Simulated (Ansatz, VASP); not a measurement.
# Cross-check of MoSeS between VASP and Ansatz

Wanted: the spread between two codes on one cell, functional and k mesh. The structure shown is the start of the Ansatz relaxation below; VASP solves that cell, so the two are compared at the walk's first step.

Method: plane waves, with VASP 6.6.1 beside it; PBEsol, in Ansatz 0.2.0.

**1. The structure**

The cell holds 3 atoms: 1 Mo, 1 S and 1 Se. Its edges and angles: a = 3.171 Å, b = 3.171 Å, c = 30.400 Å, α = 90.0°, β = 90.0°, γ = 120.0°. Vacuum lies along c.

**2. Ansatz: relaxation, PBEsol**

Ansatz runs on its PAW soft_1 files.

The two programs are compared at the cell with which this relaxation starts, whose forces are those of its first step.

File input.yaml:

```yaml
crystal:
  lattice:
    - [3.1710771062, 0.0, 0.0]
    - [-1.5855385531, 2.7462333314, 0.0]
    - [0.0, 0.0, 30.4]
  atoms:
    - { symbol: Mo, position: [0.3333333333, 0.6666666667, 0.3297455859] }
    - { symbol: S, position: [0.6666666667, 0.3333333333, 0.379893902] }
    - { symbol: Se, position: [0.6666666667, 0.3333333333, 0.2739131437] }
  periodic: [true, true, false]
kpoints:
  mp_grid: { grid: [12, 12, 1] }
hamiltonian:
  xc: pbesol
  pseudopotentials: { kind: paw, azcp: { folder: soft_1 }, xc_functional: pbe }
scf:
  occupations: { method: fixed }
output:
  forces: true
  stress: true
  eigenvalues: true
relax:
  adjacent_minimum: "off"
  f_tol: 0.001
  max_steps: 60
```

Command:

```console
$ ansatz run input.yaml --threads 4 --pin off --max-ram 16384MiB --backend cpu --events-out ev --progress --plain --runs-dir out
```

Numbers of over 12 decimals in the logs are rounded to 6 here.

What it wrote:

```text
Warning: output.stress: scf.convergence.dr2_threshold = 1e-9 eV (the default of a walk held to its f_tol) is looser than the 3e-10 eV advised for a printed stress (1e-10 eV for each atom of the cell: 3). What an SCF threshold leaves in a stress goes as its square root, and in the free energy as the threshold itself, and one threshold admits the most on a small cell: [figures from the program's tests cut] Every solve  [...]
Engine: ansatz 0.2.0, aarch64-unknown-linux-gnu
Pseudopotentials: kind: paw
Pseudopotential: Mo, paw, valence charge 14, recommended cutoff 420 eV (normal), soft_1/Mo.paw.azcp
Pseudopotential: S, paw, valence charge 6, recommended cutoff 420 eV (normal), soft_1/S.paw.azcp
Pseudopotential: Se, paw, valence charge 16, recommended cutoff 420 eV (normal), soft_1/Se.paw.azcp
Functional definition: PBEsol
  exchange = pbesol_x
  correlation = pbesol_c
Crystal: 3 atoms, lattice volume = 264.739 Å³
Basis set: ecut = 420 eV, 5153 PW (Γ), exchange–correlation on 48×48×432 points (8 copies of the dense FFT grid, shifted against one another)
Bands: 22, of which v1, the nominal top of the filled ones, is band 18 counted from 1 (17 counted from 0)
Symmetry: 6 space group operations
Space group: P3m1 (ITA 156), of the structure as read, at distance tolerance 6.4e-5 Å
k-points: 19 of 144 (time reversal used)
Non-local potential: Mo, projectors of the file, l = 0: 3, l = 1: 2, l = 2: 2, l = 3: 1
Non-local potential: S, projectors of the file, l = 0: 2, l = 1: 2, l = 2: 1
Non-local potential: Se, projectors of the file, l = 0: 2, l = 1: 2, l = 2: 3, l = 3: 1
PAW form: soft (Blöchl's): semilocal exchange-correlation on the pseudo side does not see the compensation charge
PAW frozen core: Mo, regenerated for the run's functional, and the local potential with it (the file was generated under x = pbe(κ = 0.804, μ = 0.219515), c = pbe(β = 0.066725))
PAW frozen core: S, regenerated for the run's functional, and the local potential with it (the file was generated under x = pbe(κ = 0.804, μ = 0.219515), c = pbe(β = 0.066725))
PAW frozen core: Se, regenerated for the run's functional, and the local potential with it (the file was generated under x = pbe(κ = 0.804, μ = 0.219515), c = pbe(β = 0.066725))
PAW one-centre angular grid: Mo, 590 points (default); XC on 64 Gauss nodes
PAW one-centre angular grid: S, 110 points (default); XC on 64 Gauss nodes
PAW one-centre angular grid: Se, 590 points (default); XC on 64 Gauss nodes
Initial density: superposition of atomic densities (neutral atoms: chi_scale 0, normalization atom)
Initial wavefunctions: pseudopotential atomic-orbital guess
Functional: x = pbesol(κ = 0.804, μ = 0.123457), c = pbesol(β = 0.046)
SCF iter   1: F=—  HF=-11210.283587 eV  |F-HF|=—  |Δ(HF+E_count)|=         —  Δρ=3.52e-2  dr2=4.76e0  ethr=3.10e-3  ⟨swp⟩=7.2  Hψ=2416  notcnv=0  defer=29
preconditioner: auto → Resta (q_TF=auto, 1.956 Å⁻¹)  ε∞=2.2  [insulator: Δε(μ)=1.743 eV  Ē_g=8.836 eV  n_scr=18 (ndim 8)  ℏωp=9.7 eV  f_vac=0.763  ε∞_Penn≈2.2  vacuum switching on, ρ_ref=5.7e-3 e/Å³]
SCF iter   2: F=—  HF=-11209.717715 eV  |F-HF|=—  |Δ(HF+E_count)|=   5.66e-1  Δρ=2.34e-2  dr2=4.82e0  ethr=3.10e-3  ⟨swp⟩=4.6  Hψ=1317  notcnv=0  defer=32
SCF iter   3: F=—  HF=-11209.131817 eV  |F-HF|=—  |Δ(HF+E_count)|=   5.86e-1  Δρ=1.03e-2  dr2=2.87e-1  ethr=3.10e-3  ⟨swp⟩=4.7  Hψ=976  notcnv=0  defer=34
SCF iter   4: F=—  HF=-11209.076038 eV  |F-HF|=—  |Δ(HF+E_count)|=   5.58e-2  Δρ=3.01e-3  dr2=3.22e-2  ethr=7.97e-4  ⟨swp⟩=3.5  Hψ=836  notcnv=0  defer=38
SCF iter   5: F=—  HF=-11209.082071 eV  |F-HF|=—  |Δ(HF+E_count)|=   6.03e-3  Δρ=2.01e-3  dr2=1.07e-1  ethr=8.94e-5  ⟨swp⟩=4.7  Hψ=864  notcnv=0  defer=38  recentre
SCF iter   6: F=—  HF=-11209.073197 eV  |F-HF|=—  |Δ(HF+E_count)|=   8.87e-3  Δρ=4.51e-4  dr2=6.81e-4  ethr=8.94e-5  ⟨swp⟩=3.9  Hψ=625  notcnv=0  defer=38
SCF iter   7: F=—  HF=-11209.073539 eV  |F-HF|=—  |Δ(HF+E_count)|=   3.42e-4  Δρ=2.23e-4  dr2=1.47e-4  ethr=1.89e-6  ⟨swp⟩=3.2  Hψ=1014  notcnv=0  defer=38
[...]
greatest PAW one-centre occupation: 1.000 electrons in one spin orbital (limit 2), on the Se atom at site 2 (counted from 0), in its partial waves of l = 2
relax step   1: F+E_penalty+E_count = -11209.07354423 eV  Δ(F+E_penalty+E_count) = +0.000e0 eV  max|allowed force component| = 2.159e-1 eV/Å  Δτ_max = 0.0000 Å  (12 SCF iters, dr2 threshold 1.00e-7 eV, accepted)
[...]
relax step   2: F+E_penalty+E_count = -11209.07494327 eV  Δ(F+E_penalty+E_count) = -1.399e-3 eV  max|allowed force component| = 1.713e-1 eV/Å  Δτ_max = 0.0202 Å  (6 SCF iters, dr2 threshold 2.91e-6 eV, accepted)
[...]
relax step   3: F+E_penalty+E_count = -11209.07603819 eV  Δ(F+E_penalty+E_count) = -1.095e-3 eV  max|allowed force component| = 7.426e-3 eV/Å  Δτ_max = 0.0085 Å  (6 SCF iters, dr2 threshold 1.83e-6 eV, accepted)
[...]
relax step   4: F+E_penalty+E_count = -11209.07603825 eV  Δ(F+E_penalty+E_count) = -6.063e-8 eV  max|allowed force component| = 7.551e-3 eV/Å  Δτ_max = 0.0000 Å  (6 SCF iters, accepted)
[...]
relax step   5: F+E_penalty+E_count = -11209.07603939 eV  Δ(F+E_penalty+E_count) = -1.143e-6 eV  max|allowed force component| = 1.461e-3 eV/Å  Δτ_max = 0.0002 Å  (5 SCF iters, dr2 threshold 3.56e-9 eV, accepted)
[...]
relax step   6: F+E_penalty+E_count = -11209.07603943 eV  Δ(F+E_penalty+E_count) = -3.978e-8 eV  max|allowed force component| = 7.875e-6 eV/Å  Δτ_max = 0.0000 Å  (4 SCF iters, accepted)
SCF converged after 4 iterations
Free energy (F): -11209.076039 eV
Harris-Foulkes:  -11209.076039 eV  (|F-HF|=8.91e-11)
Internal energy: -11209.076039 eV  (E = F + TS)
E sigma→0 (E₀):  -11209.076039 eV
Fermi energy:    -5.637820 eV
--- Per-component energies (eV) ---
  E_band       = -1097.793601
  E_kinetic    = 641.145103
  E_local      = -85893.931392  (includes V_loc(G=0)·N_el)
  E_nonlocal   = -167.943282
  E_hartree    = 42538.021971
  E_xc         = -348.945702
  E_vxc        = -393.619280  (∫ρ·V_xc dr)
  E_paw        = -5832.768896  (= ΣΔE_a)
  E_vpaw       = -359.486790  (= ΣTr[D̂ρ^β])
  E_aug_tail   = -0.000317  (compensation charges beyond the density's cutoff)
  E_ewald      = 37854.066774
  E_core_change = 1.279701  (= ΣΔE_core)
  E_smearing   = -0.000000  (= −TS)
  E_closure    = -0.000000  (closes the sum)
  Σ components = -11209.076039   (vs F -11209.076039, Δ=0.00e0)
--- Forces (eV/Å), atoms counted from 1 ---
  atom   1  Mo     0.00000000     0.00000000    -0.00000754
  atom   2  S      0.00000000    -0.00000000     0.00000521
  atom   3  Se     0.00000000    -0.00000000     0.00000333
  max |Σ_I F_I| component: 9.97e-7 eV/Å
--- 2D stress c σ (N/m, compression-positive) ---
        1.650429       0.000000       0.000000
        0.000000       1.650429       0.000000
        0.000000       0.000000       0.000000
  P = ½ c Tr σ = 1.6504 N/m
--- Band table (eV; the first three rows and the last of 19) ---
  k-point 0: bands = [... 14 lower, -7.7626, -6.7197, -6.7197, -5.8354, -2.6142, -2.6142, -2.2478, -2.2478]
  k-point 1: bands = [... 14 lower, -7.9108, -6.8667, -6.6897, -5.8446, -2.8134, -2.7046, -2.5327, -2.3104]
  k-point 2: bands = [... 14 lower, -7.8076, -7.1078, -6.7980, -6.0021, -3.4485, -2.9236, -2.7977, -2.0144]
  k-point 18: bands = [... 14 lower, -9.1244, -8.6896, -7.8582, -5.6378, -3.8182, -2.8656, -2.1029, -0.6450]
--- Relaxed structure (6 steps of the walk, 6 accepted, 0 SCFs on fresh bases) ---
  F+E_penalty+E_count = -11209.07603943 eV   max|allowed force component| = 7.875e-6 eV/Å
  cell:  # Å, volume = 264.7389 Å³
    - [3.171077, 0.0, 0.0]
    - [-1.585539, 2.746233, 0.0]
    - [0.0, 0.0, 30.4]
  atoms:
    - { symbol: Mo, position: [0.333333, 0.666667, 0.329756] }
    - { symbol: S, position: [0.666667, 0.333333, 0.380273] }
    - { symbol: Se, position: [0.666667, 0.333333, 0.273524] }
```

The column dr2 measures how far the density is from self-consistency, as an energy; F and HF (Harris–Foulkes) agree once it is small.

**3. VASP: single point, PBEsol, start cell, pair 1**

The same cell, functional and mesh now go to VASP, with its own data sets.

Lines of VASP's logs that name or quote its potential files are left out, and so is its time.

File INCAR:

```
SYSTEM = MoSeS
PREC = Accurate
ENCUT = 400
EDIFF = 1E-06
NELM = 120
ISMEAR = 0
SIGMA = 0.01
LREAL = .FALSE.
ALGO = Normal
GGA = PS
NBANDS = 19
LASPH = .TRUE.
LORBIT = 11
LWAVE = .FALSE.
LCHARG = .FALSE.
ISIF = 2
LDIPOL = .TRUE.
IDIPOL = 3
DIPOL = 0.5 0.5 0.328
LVHAR = .TRUE.
GGA_COMPAT = .FALSE.
EFERMI = MIDGAP
NELMDL = -8
KPAR = 2
```

File POSCAR:

```
MoSeS
1.0
    3.1710771062      0.0000000000      0.0000000000
   -1.5855385531      2.7462333314      0.0000000000
    0.0000000000      0.0000000000     30.4000000000
Mo S Se
1 1 1
Direct
    0.3333332931      0.6666665862      0.3297455921
    0.6666666264      0.3333332529      0.3798939145
    0.6666666264      0.3333332529      0.2739131579
```

File KPOINTS:

```
Automatic mesh
0
Gamma
12 12 1
0 0 0
```

PAW data sets: Mo_sv, S and Se (PBE family, release 64).

Command:

```console
$ mpirun -np 2 vasp_std
```

What it wrote:

```text
[banner, memory and clock lines left out]
running    2 mpi-ranks, on    1 nodes
 distrk:  each k-point on    1 cores,    2 groups
 distr:  one band on    1 cores,    1 groups

 POSCAR found type information on POSCAR MoS Se
 POSCAR found :  3 types and       3 ions
|                                                                             |
|               ----> ADVICE to this user running VASP <----                  |
|                                                                             |
|     You enforced a specific xc type in the INCAR file but a different       |
|     [... a line on the potential file left out ...]
|     I HOPE YOU KNOW WHAT YOU ARE DOING!                                     |
|                                                                             |

 LDA part: xc-table for (Slater+PW92), standard interpolation
 POSCAR, INCAR and KPOINTS ok, starting setup
 FFT: planning ... GRIDC
 FFT: planning ... GRID_SOFT
 FFT: planning ... GRID
 WAVECAR not read
 entering main loop
       N       E                     dE             d eps       ncg     rms          rms(c)
DAV:   1     0.132337895804E+03    0.13234E+03   -0.11709E+04  1026   0.833E+02
DAV:   2    -0.130192137428E+02   -0.14536E+03   -0.14266E+03  1048   0.198E+02
DAV:   3    -0.235924112718E+02   -0.10573E+02   -0.10538E+02   967   0.508E+01
DAV:   4    -0.237126435309E+02   -0.12023E+00   -0.11990E+00   988   0.602E+00
DAV:   5    -0.237148367646E+02   -0.21932E-02   -0.21923E-02   940   0.776E-01
DAV:   6    -0.237149180439E+02   -0.81279E-04   -0.81277E-04   952   0.137E-01
DAV:   7    -0.237149220579E+02   -0.40140E-05   -0.40137E-05   975   0.270E-02
DAV:   8    -0.237149222386E+02   -0.18067E-06   -0.18051E-06   915   0.510E-03    0.235E+01
DAV:   9    -0.227990617837E+02    0.91586E+00   -0.78667E+00   800   0.181E+01    0.757E+00
DAV:  10    -0.226741286799E+02    0.12493E+00   -0.44805E+00   787   0.119E+01    0.570E+00
DAV:  11    -0.224731395366E+02    0.20099E+00   -0.11596E+00   786   0.643E+00    0.127E+00
DAV:  12    -0.224691638713E+02    0.39757E-02   -0.51824E-02   884   0.145E+00    0.681E-01
DAV:  13    -0.224667570881E+02    0.24068E-02   -0.10645E-02   880   0.748E-01    0.251E-01
DAV:  14    -0.224665950530E+02    0.16204E-03   -0.23429E-03   870   0.296E-01    0.707E-02
[...]
DAV:  20    -0.224671846441E+02   -0.72940E-04   -0.55811E-06   894   0.888E-03    0.248E-03
DAV:  21    -0.224672160473E+02   -0.31403E-04   -0.84496E-07   759   0.388E-03    0.164E-03
DAV:  22    -0.224672425366E+02   -0.26489E-04   -0.13555E-06   770   0.379E-03    0.164E-03
DAV:  23    -0.224672493633E+02   -0.68268E-05   -0.12661E-07   679   0.131E-03    0.933E-04
DAV:  24    -0.224672580082E+02   -0.86448E-05   -0.27363E-07   608   0.153E-03    0.479E-04
DAV:  25    -0.224672608214E+02   -0.28132E-05   -0.63229E-08   612   0.828E-04    0.174E-04
DAV:  26    -0.224672628057E+02   -0.19843E-05   -0.40652E-08   551   0.535E-04    0.248E-04
DAV:  27    -0.224672635091E+02   -0.70344E-06   -0.75026E-09   483   0.297E-04
   1 F= -.22467264E+02 E0= -.22467264E+02  d E =0.000000E+00
```

OUTCAR, selected parts (step 3):

```text
ion  position               nearest neighbor table
   1  0.333  0.667  0.330-   2 2.38   2 2.38   2 2.38   3 2.50   3 2.50   3 2.50
   2  0.667  0.333  0.380-   1 2.38   1 2.38   1 2.38
   3  0.667  0.333  0.274-   1 2.50   1 2.50   1 2.50

  LATTYP: Found a hexagonal cell.
 ALAT       =     3.1710771062
 C/A-ratio  =     9.5866480006

 Subroutine GETGRP returns: Found  6 space group operations
 (whereof  6 operations were pure point group operations)

The static configuration has the point symmetry C_3v.

 Found     19 irreducible k-points:

   k-points           NKPTS =     19   k-points in BZ     NKDIM =     19   number of bands    NBANDS=     19

   dimension x,y,z NGX =    24 NGY =   24 NGZ =  200
   dimension x,y,z NGXF=    48 NGYF=   48 NGZF=  400

   ENCUT  =  400.0 eV  29.40 Ry    5.42 a.u.   5.17  5.17 49.57*2*pi/ulx,y,z

   NELECT =      26.0000    total number of electrons

 k-points in reciprocal lattice and weights: Automatic mesh
   0.00000000  0.00000000  0.00000000       0.007
   0.08333333  0.00000000  0.00000000       0.042
   0.16666667  0.00000000  0.00000000       0.042
   0.25000000 -0.00000000  0.00000000       0.042
   0.33333333 -0.00000000  0.00000000       0.042
   0.41666667 -0.00000000  0.00000000       0.042
   0.50000000 -0.00000000  0.00000000       0.021
   0.08333333  0.08333333  0.00000000       0.042
   0.16666667  0.08333333  0.00000000       0.083
[...]
0.33333333  0.25000000  0.00000000       0.083
   0.33333333  0.33333333  0.00000000       0.014

 dipolmoment           0.000000      0.000000      0.034068 electrons x Angstroem

 average (electrostatic) potential at core
       1 -84.2394       2 -94.2808       3 -60.9799

 E-fermi :  -2.2036

 k-point     1 :       0.0000    0.0000    0.0000
  band No.  band energies     occupation
    ...
      9      -5.5379      2.00000
     10      -5.1609      2.00000
     11      -4.1983      2.00000
     12      -4.1983      2.00000
     13      -3.2313      2.00000
     14      -0.0323      0.00000
     15      -0.0323      0.00000
     16       0.3618      0.00000
     17       0.3618      0.00000
     18       1.7791      0.00000
    ...

 k-point     2 :       0.0833    0.0000    0.0000
  band No.  band energies     occupation
    ...
      9      -5.4497      2.00000
     10      -5.3455      2.00000
     11      -4.3464      2.00000
     12      -4.1414      2.00000
     13      -3.2459      2.00000
     14      -0.2279      0.00000
     15      -0.0951      0.00000
     16       0.0609      0.00000
     17       0.2896      0.00000
     18       1.9546      0.00000
    ...

 k-point     3 :       0.1667    0.0000    0.0000
  band No.  band energies     occupation
    ...
      9      -5.8784      2.00000
     10      -5.2952      2.00000
     11      -4.5915      2.00000
     12      -4.2185      2.00000
     13      -3.4152      2.00000
     14      -0.8376      0.00000
     15      -0.3306      0.00000
     16      -0.1970      0.00000
     17       0.5836      0.00000
     18       2.3754      0.00000
    ...

  Total        1.1169740      1.1169740      0.6759694      0.0000000      0.0000000      0.0000000
  in kB        6.7598306      6.7598306      4.0909085      0.0000000      0.0000000      0.0000000
  external PRESSURE =       5.8701899 kB  Pullay stress =       0.0000000 kB

  energy-cutoff  :      400.00
  volume of cell :      264.74
      direct lattice vectors                 reciprocal lattice vectors
     3.171077106  0.000000000  0.000000000     0.315350263  0.182067559  0.000000000
    -1.585538553  2.746233331  0.000000000     0.000000000  0.364135119  0.000000000
     0.000000000  0.000000000 30.400000000     0.000000000  0.000000000  0.032894737

 POSITION                                       TOTAL-FORCE (eV/Angst)
 -----------------------------------------------------------------------------------
     -0.00000      1.83082     10.02427         0.000000      0.000000      0.045719
      1.58554      0.91541     11.54878        -0.000000      0.000000      0.221648
      1.58554      0.91541      8.32696        -0.000000      0.000000     -0.267367
 -----------------------------------------------------------------------------------
    total drift:                                0.000000      0.000580      0.000373

  FREE ENERGIE OF THE ION-ELECTRON SYSTEM (eV)
  ---------------------------------------------------
  free  energy   TOTEN  =       -22.4672635091 eV

  energy  without entropy=      -22.4672635091  energy(sigma->0) =      -22.46726351

 vacuum level on the upper side and lower side of the slab         2.924         2.216

 total charge
# of ion       s       p       d       tot
------------------------------------------
    1        2.295   6.222   4.017  12.534
    2        1.355   2.333   0.000   3.688
    3        1.481   2.347   0.071   3.899
--------------------------------------------------
tot          5.131  10.902   4.089  20.122

[... 3 further parts left out ...]
```

This run has no spin polarisation, so a moment on Mo, if there is one, isn't seen.

**4. Comparison**

Known differences besides the potentials themselves: fixed occupations in Ansatz, narrow Gaussian smearing in VASP; Ansatz cuts the interaction across the vacuum, VASP repeats the sheet with a dipole correction (LDIPOL); the data sets hold 36 valence electrons in Ansatz (on its PAW soft_1 files) and 26 in VASP; the cutoff is 420 eV in Ansatz and 400 eV in VASP; Ansatz makes its cores anew for this functional, VASP keeps those of its PBE data sets. Total energies have different zeros and are not compared.

Forces (eV/Å; atoms numbered as in POSCAR):

| atom | Ansatz x, y, z | VASP x, y, z |
| --- | --- | --- |
| Mo1 | 0.000, 0.000, -0.002 | 0.000, 0.000, 0.046 |
| S2 | 0.000, 0.000, 0.216 | 0.000, 0.000, 0.222 |
| Se3 | 0.000, 0.000, -0.214 | 0.000, 0.000, -0.267 |

The forces differ by 24 meV/Å r.m.s., which is 20.4 % of the r.m.s. force of 0.117 eV/Å (both taken over all components). Where the cell holds vacuum, a pressure given here is an average over it and none of the material.

**5. Other set-ups**

Further runs change the set-up of one program: Ansatz's method, potentials or start, or VASP's data sets, cutoff or form of LDA. The table gives that difference for each run.

| run | r.m.s. force difference (meV/Å) |
| --- | --- |
| as above | 24 |
| VASP with the data sets Mo, S and Se_sv_GW and a cutoff of 620 eV | 31 |

**6. Ansatz: relaxation, PBEsol**

The two programs are compared at the cell with which this relaxation starts, whose forces are those of its first step.

The structure compared here is the start of the Ansatz relaxation; VASP solves that cell, so the two are compared at the walk's first step.

input.yaml, the sections that differ from step 2:

```yaml
crystal:
  lattice:
    - [3.1070149424, 0.0, 0.0]
    - [-1.5535074712, 2.773973062, 0.0]
    - [0.0, 0.0, 30.4]
  atoms:
    - { symbol: Mo, position: [0.3341894572, 0.6683789145, 0.3297566752] }
    - { symbol: S, position: [0.6661841807, 0.3323683613, 0.3802690902] }
    - { symbol: Se, position: [0.6662930287, 0.3325860575, 0.2735268662] }
  periodic: [true, true, false]
# kpoints, hamiltonian, scf, output, relax: as in step 2
```

Command:

```console
$ ansatz run input.yaml --threads 4 --pin off --max-ram 16384MiB --backend cpu --events-out ev --progress --plain --runs-dir out
```

What it wrote:

```text
[...]
Crystal: 3 atoms, lattice volume = 262.011 Å³
Basis set: ecut = 420 eV, 5117 PW (Γ), exchange–correlation on 48×48×432 points (8 copies of the dense FFT grid, shifted against one another)
Bands: 22, of which v1, the nominal top of the filled ones, is band 18 counted from 1 (17 counted from 0)
Symmetry: 2 space group operations
[...]
--- Relaxed structure (5 steps of the walk, 5 accepted, 0 SCFs on fresh bases) ---
  F+E_penalty+E_count = -11209.04973487 eV   max|allowed force component| = 1.048e-4 eV/Å
  cell:  # Å, volume = 262.0108 Å³
    - [3.1070149424, 0.0, 0.0]
    - [-1.5535074712, 2.773973062, 0.0]
    - [0.0, 0.0, 30.4]
  atoms:
    - { symbol: Mo, position: [0.334617, 0.669234, 0.329763] }
    - { symbol: S, position: [0.665938, 0.331876, 0.380458] }
    - { symbol: Se, position: [0.666112, 0.332223, 0.273331] }
[key lines of the parts left out:]
SCF converged after 6 iterations
Free energy (F): -11209.049735 eV
Fermi energy:    -5.610944 eV
P = ½ c Tr σ = 2.6302 N/m
```

[end of part 1 of 2]

[Lines on the potential files, build, host, timing and source positions are cut from VASP's logs without a mark.]

[Logs are printed without paths, hosts, clocks, repeated set-up lines and the standing remarks that a program may print on its own settings, such as how far it seeks lower states.]

[Hosts, paths, dates, database ids (printed as entryN), source tags and the programs' standing remarks are cut or masked in the printed files.]
